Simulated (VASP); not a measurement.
All values below come from PBE GGA, VASP's PBE PAW potentials (set 64) (plane waves; VASP 6.6.1).

The input files of a VASP run:

INCAR:
```
! general
SYSTEM  = Li3Cr
PREC    = Accurate
ENCUT   = 400
LREAL   = .FALSE.   ! projection in real space or not
LASPH   = .TRUE.

! electronic loop
EDIFF   = 1E-6   ! SCF stop (eV)
NELM    = 100   ! most electronic steps
ALGO    = Normal   ! blocked Davidson
LMAXMIX = 4   ! l cut-off of mixed one-centre charges

! smearing
ISMEAR  = 0
SIGMA   = 0.1

! functional
GGA     = PE

! spin
ISPIN   = 2
MAGMOM  = 3*0.0 3.0

! ions
ISIF    = 2

! output
LWAVE   = .FALSE.
LCHARG  = .FALSE.
LORBIT  = 11   ! lm-projected
```

KPOINTS:
```
Automatic mesh
0
Gamma
2 2 2
0 0 0
```

File POSCAR:
```
Li3Cr
3.8897160
  1.0000000000   0.0000000000   0.0000000000
  0.0000000000   1.0000000000   0.0000000000
  0.0000000000   0.0000000000   1.0000000000
Li Cr
3 1
Direct
  0.0000000000   0.5000000000   0.5000000000
  0.5000000000   0.5000000000   0.0000000000
  0.5000000000   0.0000000000   0.5000000000
  0.0000000000   0.0000000000   0.0000000000
```

POTCAR, in this order: Li_sv Cr_pv (PBE.64 set). Program: vasp_std.

Output of the run:

File OSZICAR:
```
...
DAV:  12    -0.123385346869E+02    0.41057E+00   -0.77017E-02   264   0.162E+00    0.673E+00
DAV:  13    -0.119500890625E+02    0.38845E+00   -0.11123E+00   264   0.331E+00    0.648E+00
DAV:  14    -0.108467300522E+02    0.11034E+01   -0.23761E+00   280   0.556E+00    0.533E+00
DAV:  15    -0.807099969697E+01    0.27757E+01   -0.17769E+00   272   0.876E+00    0.939E+00
DAV:  16    -0.859441180214E+01   -0.52341E+00   -0.88562E-02   288   0.218E+00    0.924E+00
DAV:  17    -0.772451624704E+01    0.86990E+00   -0.97527E-02   256   0.246E+00    0.984E+00
DAV:  18    -0.104815460456E+02   -0.27570E+01   -0.11785E+00   264   0.822E+00    0.845E+00
DAV:  19    -0.103727398982E+02    0.10881E+00   -0.63580E-02   272   0.202E+00    0.516E+00
DAV:  20    -0.117992271795E+02   -0.14265E+01   -0.10759E+01   264   0.116E+01    0.118E+01
DAV:  21    -0.115571666556E+02    0.24206E+00   -0.57959E+00   288   0.775E+00    0.124E+01
DAV:  22    -0.112164315000E+02    0.34074E+00   -0.91086E-02   304   0.208E+00    0.118E+01
DAV:  23    -0.113730777816E+02   -0.15665E+00   -0.12340E-02   296   0.767E-01    0.123E+01
DAV:  24    -0.110156566798E+02    0.35742E+00   -0.42033E-01   280   0.388E+00    0.739E+00
DAV:  25    -0.108061200013E+02    0.20954E+00   -0.49506E-01   312   0.322E+00    0.410E+00
DAV:  26    -0.108616861277E+02   -0.55566E-01   -0.60040E-01   288   0.237E+00    0.629E+00
DAV:  27    -0.107249319470E+02    0.13675E+00   -0.15052E-01   296   0.238E+00    0.403E+00
DAV:  28    -0.107451949449E+02   -0.20263E-01   -0.81460E-03   304   0.717E-01    0.397E+00
DAV:  29    -0.107758753893E+02   -0.30680E-01   -0.30249E-03   272   0.516E-01    0.361E+00
DAV:  30    -0.107763005820E+02   -0.42519E-03   -0.24632E-03   272   0.264E-01    0.333E+00
DAV:  31    -0.108271531454E+02   -0.50853E-01   -0.42667E-02   264   0.913E-01    0.309E+00
DAV:  32    -0.108178503315E+02    0.93028E-02   -0.90561E-03   304   0.706E-01    0.323E+00
DAV:  33    -0.108515402375E+02   -0.33690E-01   -0.17893E-02   288   0.975E-01    0.271E+00
DAV:  34    -0.108737246659E+02   -0.22184E-01   -0.44398E-03   280   0.463E-01    0.249E+00
DAV:  35    -0.109657441834E+02   -0.92020E-01   -0.69076E-02   264   0.200E+00    0.194E+00
DAV:  36    -0.110165823728E+02   -0.50838E-01   -0.24634E-02   320   0.109E+00    0.208E+00
DAV:  37    -0.109692451988E+02    0.47337E-01   -0.18028E-02   256   0.112E+00    0.207E+00
DAV:  38    -0.109591403149E+02    0.10105E-01   -0.25608E-03   312   0.287E-01    0.172E+00
DAV:  39    -0.109390906989E+02    0.20050E-01   -0.23569E-02   280   0.752E-01    0.191E+00
DAV:  40    -0.109632707569E+02   -0.24180E-01   -0.85372E-03   280   0.730E-01    0.310E+00
DAV:  41    -0.109558826107E+02    0.73881E-02   -0.13308E-03   272   0.351E-01    0.273E+00
DAV:  42    -0.109565134989E+02   -0.63089E-03   -0.13691E-04   304   0.824E-02    0.281E+00
DAV:  43    -0.109756401451E+02   -0.19127E-01   -0.39057E-03   272   0.345E-01    0.370E+00
DAV:  44    -0.109934466163E+02   -0.17806E-01   -0.18976E-03   296   0.284E-01    0.411E+00
DAV:  45    -0.110010141558E+02   -0.75675E-02   -0.64574E-04   304   0.155E-01    0.417E+00
DAV:  46    -0.110001585907E+02    0.85557E-03   -0.46353E-05   312   0.496E-02    0.418E+00
DAV:  47    -0.110005519467E+02   -0.39336E-03   -0.47850E-04   264   0.800E-02    0.423E+00
DAV:  48    -0.109987695759E+02    0.17824E-02   -0.65084E-04   256   0.115E-01    0.419E+00
DAV:  49    -0.109957998416E+02    0.29697E-02   -0.24374E-04   272   0.513E-02    0.415E+00
DAV:  50    -0.109958343473E+02   -0.34506E-04   -0.84170E-06   288   0.191E-02    0.415E+00
DAV:  51    -0.110108263992E+02   -0.14992E-01   -0.80196E-04   288   0.229E-01    0.428E+00
DAV:  52    -0.110149658201E+02   -0.41394E-02   -0.12040E-04   296   0.995E-02    0.439E+00
DAV:  53    -0.110061820071E+02    0.87838E-02   -0.32655E-04   280   0.127E-01    0.436E+00
DAV:  54    -0.110018795931E+02    0.43024E-02   -0.33138E-04   288   0.109E-01    0.442E+00
DAV:  55    -0.110018856399E+02   -0.60469E-05   -0.20108E-05   304   0.396E-02    0.443E+00
DAV:  56    -0.109944016942E+02    0.74839E-02   -0.42169E-04   256   0.175E-01    0.429E+00
DAV:  57    -0.110017791217E+02   -0.73774E-02   -0.10542E-03   264   0.177E-01    0.421E+00
DAV:  58    -0.110043947137E+02   -0.26156E-02   -0.90848E-05   328   0.764E-02    0.421E+00
DAV:  59    -0.110269222005E+02   -0.22527E-01   -0.61780E-03   272   0.424E-01    0.411E+00
DAV:  60    -0.110430790227E+02   -0.16157E-01   -0.15816E-03   304   0.260E-01    0.408E+00
DAV:  61    -0.110265874502E+02    0.16492E-01   -0.14341E-02   264   0.530E-01    0.381E+00
DAV:  62    -0.110187875939E+02    0.77999E-02   -0.10607E-03   280   0.233E-01    0.392E+00
DAV:  63    -0.109941140020E+02    0.24674E-01   -0.49890E-03   272   0.365E-01    0.416E+00
DAV:  64    -0.109851372056E+02    0.89768E-02   -0.92449E-04   312   0.154E-01    0.420E+00
DAV:  65    -0.109800221205E+02    0.51151E-02   -0.25702E-04   272   0.948E-02    0.420E+00
DAV:  66    -0.109588009672E+02    0.21221E-01   -0.13571E-02   256   0.788E-01    0.454E+00
DAV:  67    -0.109618394114E+02   -0.30384E-02   -0.64408E-04   320   0.189E-01    0.453E+00
DAV:  68    -0.109597579632E+02    0.20814E-02   -0.17644E-04   272   0.937E-02    0.443E+00
DAV:  69    -0.109568196688E+02    0.29383E-02   -0.54786E-05   352   0.453E-02    0.435E+00
DAV:  70    -0.109524448448E+02    0.43748E-02   -0.53392E-05   304   0.425E-02    0.423E+00
DAV:  71    -0.109543609985E+02   -0.19162E-02   -0.59392E-03   264   0.502E-01    0.427E+00
DAV:  72    -0.109731145237E+02   -0.18754E-01   -0.11604E-02   264   0.470E-01    0.416E+00
DAV:  73    -0.109456573373E+02    0.27457E-01   -0.71022E-03   264   0.542E-01    0.348E+00
DAV:  74    -0.109260815337E+02    0.19576E-01   -0.69836E-03   304   0.496E-01    0.202E+00
DAV:  75    -0.109312630872E+02   -0.51816E-02   -0.30126E-03   256   0.412E-01    0.183E+00
DAV:  76    -0.109331733100E+02   -0.19102E-02   -0.21989E-02   272   0.897E-01    0.196E+00
DAV:  77    -0.109198831933E+02    0.13290E-01   -0.75621E-03   264   0.731E-01    0.151E+00
DAV:  78    -0.109151142751E+02    0.47689E-02   -0.74938E-04   280   0.207E-01    0.115E+00
DAV:  79    -0.109180889303E+02   -0.29747E-02   -0.21617E-03   264   0.339E-01    0.116E+00
DAV:  80    -0.109142021886E+02    0.38867E-02   -0.34558E-03   272   0.437E-01    0.199E+00
DAV:  81    -0.109213538025E+02   -0.71516E-02   -0.19798E-02   272   0.101E+00    0.195E+00
DAV:  82    -0.109035774823E+02    0.17776E-01   -0.87282E-03   256   0.759E-01    0.131E+00
DAV:  83    -0.109060868732E+02   -0.25094E-02   -0.49466E-04   288   0.152E-01    0.116E+00
DAV:  84    -0.109363583631E+02   -0.30271E-01   -0.54560E-03   264   0.421E-01    0.169E+00
DAV:  85    -0.109597734942E+02   -0.23415E-01   -0.41492E-03   264   0.457E-01    0.212E+00
DAV:  86    -0.109791532848E+02   -0.19380E-01   -0.61703E-03   272   0.384E-01    0.235E+00
DAV:  87    -0.109835537873E+02   -0.44005E-02   -0.12104E-03   272   0.235E-01    0.234E+00
DAV:  88    -0.109795764181E+02    0.39774E-02   -0.11179E-03   280   0.217E-01    0.236E+00
DAV:  89    -0.109832394806E+02   -0.36631E-02   -0.22937E-03   264   0.333E-01    0.246E+00
DAV:  90    -0.109776898419E+02    0.55496E-02   -0.34469E-03   264   0.345E-01    0.228E+00
DAV:  91    -0.109782396216E+02   -0.54978E-03   -0.38963E-03   280   0.355E-01    0.203E+00
DAV:  92    -0.109831428607E+02   -0.49032E-02   -0.46780E-04   288   0.180E-01    0.215E+00
DAV:  93    -0.109800358387E+02    0.31070E-02   -0.20483E-04   256   0.131E-01    0.213E+00
DAV:  94    -0.109790824601E+02    0.95338E-03   -0.16142E-05   320   0.272E-02    0.210E+00
DAV:  95    -0.109785004695E+02    0.58199E-03   -0.83972E-06   264   0.161E-02    0.206E+00
DAV:  96    -0.109463445202E+02    0.32156E-01   -0.47953E-02   264   0.114E+00    0.153E+00
DAV:  97    -0.109610906848E+02   -0.14746E-01   -0.17777E-03   280   0.415E-01    0.157E+00
DAV:  98    -0.109682080454E+02   -0.71174E-02   -0.73455E-04   272   0.187E-01    0.189E+00
DAV:  99    -0.109659839211E+02    0.22241E-02   -0.19380E-04   288   0.109E-01    0.191E+00
DAV: 100    -0.109701955440E+02   -0.42116E-02   -0.99442E-03   272   0.497E-01
   1 F= -.10970196E+02 E0= -.10946592E+02  d E =-.472078E-01  mag=     1.4182
```

**OUTCAR**
```
------------------------ aborting loop EDIFF was not reached (unconverged)  ----------------------------
  FORCE on cell =-STRESS in cart. coord.  units (eV):
  Direction    XX          YY          ZZ          XY          YZ          ZX
  --------------------------------------------------------------------------------------
  Total       -8.3961582     -8.3961582     -8.3961582      0.0000000     -0.0000000      0.0000000
  in kB     -228.5796243   -228.5796243   -228.5796243      0.0000000     -0.0000000      0.0000000
  external PRESSURE =    -228.5796243 kB  Pullay stress =       0.0000000 kB
  volume of cell :       58.85
      direct lattice vectors                 reciprocal lattice vectors
     3.889716000  0.000000000  0.000000000     0.257088178  0.000000000  0.000000000
     0.000000000  3.889716000  0.000000000     0.000000000  0.257088178  0.000000000
     0.000000000  0.000000000  3.889716000     0.000000000  0.000000000  0.257088178
 POSITION                                       TOTAL-FORCE (eV/Angst)
 -----------------------------------------------------------------------------------
      0.00000      1.94486      1.94486         0.000000      0.000000      0.000000
      1.94486      1.94486      0.00000         0.000000      0.000000      0.000000
      1.94486      0.00000      1.94486         0.000000      0.000000      0.000000
      0.00000      0.00000      0.00000         0.000000      0.000000      0.000000
 -----------------------------------------------------------------------------------
    total drift:                                0.000000     -0.000000      0.000000
  FREE ENERGIE OF THE ION-ELECTRON SYSTEM (eV)
  ---------------------------------------------------
  free  energy   TOTEN  =       -10.9701955440 eV

  energy  without entropy=      -10.9229877276  energy(sigma->0) =      -10.94659164

 total charge

# of ion       s       p       d       tot
------------------------------------------
    1        2.042   0.078   0.000   2.120
    2        2.042   0.078   0.000   2.120
    3        2.042   0.078   0.000   2.120
    4        0.314   6.143   3.949  10.405
--------------------------------------------------
tot          6.439   6.378   3.949  16.766

 magnetization (x)

# of ion       s       p       d       tot
------------------------------------------
    1        0.013   0.015   0.000   0.029
    2        0.013   0.015   0.000   0.029
    3        0.013   0.015   0.000   0.029
    4       -0.017   0.129   0.342   0.454
--------------------------------------------------
tot          0.023   0.174   0.342   0.540
```
(Selected blocks of OUTCAR.)

**stdout**
```
...
DAV:  81    -0.109213538025E+02   -0.71516E-02   -0.19798E-02   272   0.101E+00    0.195E+00
DAV:  82    -0.109035774823E+02    0.17776E-01   -0.87282E-03   256   0.759E-01    0.131E+00
DAV:  83    -0.109060868732E+02   -0.25094E-02   -0.49466E-04   288   0.152E-01    0.116E+00
DAV:  84    -0.109363583631E+02   -0.30271E-01   -0.54560E-03   264   0.421E-01    0.169E+00
DAV:  85    -0.109597734942E+02   -0.23415E-01   -0.41492E-03   264   0.457E-01    0.212E+00
DAV:  86    -0.109791532848E+02   -0.19380E-01   -0.61703E-03   272   0.384E-01    0.235E+00
DAV:  87    -0.109835537873E+02   -0.44005E-02   -0.12104E-03   272   0.235E-01    0.234E+00
DAV:  88    -0.109795764181E+02    0.39774E-02   -0.11179E-03   280   0.217E-01    0.236E+00
DAV:  89    -0.109832394806E+02   -0.36631E-02   -0.22937E-03   264   0.333E-01    0.246E+00
DAV:  90    -0.109776898419E+02    0.55496E-02   -0.34469E-03   264   0.345E-01    0.228E+00
DAV:  91    -0.109782396216E+02   -0.54978E-03   -0.38963E-03   280   0.355E-01    0.203E+00
DAV:  92    -0.109831428607E+02   -0.49032E-02   -0.46780E-04   288   0.180E-01    0.215E+00
DAV:  93    -0.109800358387E+02    0.31070E-02   -0.20483E-04   256   0.131E-01    0.213E+00
DAV:  94    -0.109790824601E+02    0.95338E-03   -0.16142E-05   320   0.272E-02    0.210E+00
DAV:  95    -0.109785004695E+02    0.58199E-03   -0.83972E-06   264   0.161E-02    0.206E+00
DAV:  96    -0.109463445202E+02    0.32156E-01   -0.47953E-02   264   0.114E+00    0.153E+00
DAV:  97    -0.109610906848E+02   -0.14746E-01   -0.17777E-03   280   0.415E-01    0.157E+00
DAV:  98    -0.109682080454E+02   -0.71174E-02   -0.73455E-04   272   0.187E-01    0.189E+00
DAV:  99    -0.109659839211E+02    0.22241E-02   -0.19380E-04   288   0.109E-01    0.191E+00
DAV: 100    -0.109701955440E+02   -0.42116E-02   -0.99442E-03   272   0.497E-01

 -----------------------------------------------------------------------------
|                                                                             |
|           W    W    AA    RRRRR   N    N  II  N    N   GGGG   !!!           |
|           W    W   A  A   R    R  NN   N  II  NN   N  G    G  !!!           |
|           W    W  A    A  R    R  N N  N  II  N N  N  G       !!!           |
|           W WW W  AAAAAA  RRRRR   N  N N  II  N  N N  G  GGG   !            |
|           WW  WW  A    A  R   R   N   NN  II  N   NN  G    G                |
|           W    W  A    A  R    R  N    N  II  N    N   GGGG   !!!           |
|                                                                             |
|     The electronic self-consistency was not achieved in the given           |
|     number of steps (NELM). The forces and other quantities evaluated       |
|     might not be reliable so examine the results carefully. If you find     |
|     spurious results, we suggest increasing NELM, if you were close to      |
|     convergence or switching to a different ALGO or adjusting the           |
|     density mixing parameters otherwise.                                    |
|                                                                             |
 -----------------------------------------------------------------------------

   1 F= -.10970196E+02 E0= -.10946592E+02  d E =-.472078E-01  mag=     1.4182
```

The run did not converge; its last values are not results.

At this cut-off the stress carries a Pulay error, which pulls relaxed volumes low.  The moments were started parallel, and other spin orders were not tried in this run.

The structure was generated: Li3Cr was put into an ordered model structure, which need not be its known phase. The cell was not relaxed at this level. The k-mesh is coarse (spacing up to 0.81 per Å, 2π included), so the numbers may not be converged in it. The run is one of a series of settings (KPOINTS 2×2×2 Γ-centred mesh against the base run), some of them coarse on purpose.
